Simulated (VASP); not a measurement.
Input:

```xyz
8
Lattice="0.0000 3.1281 3.1281 3.1281 0.0000 3.1281 12.5067 12.5067 0.0055" Properties=species:S:1:pos:R:3 pbc="T T T"
In    12.4950    12.4950     0.0172
Sb     1.6412     1.6412     1.4868
Sb     4.7115     4.7115     1.5446
Sb     7.7937     7.7937     1.5905
Sb    10.8705    10.8705     1.6418
Al     6.3038     6.3038     6.2084
Al     9.3839     9.3839     6.2563
Al     9.3379     9.3379     0.0462
```

Method: PBEsol GGA, VASP's PBE PAW potentials (set 64) (plane waves; VASP). Numerical set-up: 400 eV cut-off, Gaussian smearing of 0.050 eV, potentials In_d Sb Al.

Unless said otherwise, spin-orbit coupling is left out, though it shifts the bands of the heavy elements here.

Give the energies of bands 12 to 25 at the high-symmetry points, in eV from the valence-band maximum.

```tsv
band	Γ	T	H2	L	S0	F
12	-3.45	-1.82	-5.38	-5.46	-5.38	-5.32
13	-1.20	-1.62	-5.36	-5.42	-5.36	-5.24
14	-1.20	-1.17	-3.52	-2.77	-3.52	-2.88
15	-0.89	-1.17	-3.45	-2.73	-3.42	-2.85
16	-0.89	-0.99	-3.33	-2.36	-3.36	-2.42
17	-0.65	-0.99	-3.10	-2.17	-3.10	-2.36
18	-0.65	-0.54	-2.11	-2.00	-2.17	-1.96
19	-0.21	-0.54	-2.10	-1.95	-2.02	-1.74
20	0.00	-0.06	-1.88	-1.45	-1.94	-1.10
21	0.00	-0.06	-1.83	-1.19	-1.77	-1.03
22	0.78	0.83	1.68	1.02	1.62	0.80
23	0.82	1.05	1.86	1.30	2.04	0.98
24	1.16	1.43	2.55	1.69	2.22	1.17
25	1.45	1.62	2.60	1.75	2.89	1.50
```

The gap is direct, 0.78 eV, from the valence maximum at Γ to the conduction minimum at Γ.

The structure was generated: Al3InSb4 was put into an ordered model structure (R3m), which need not be its known phase. It was relaxed first.
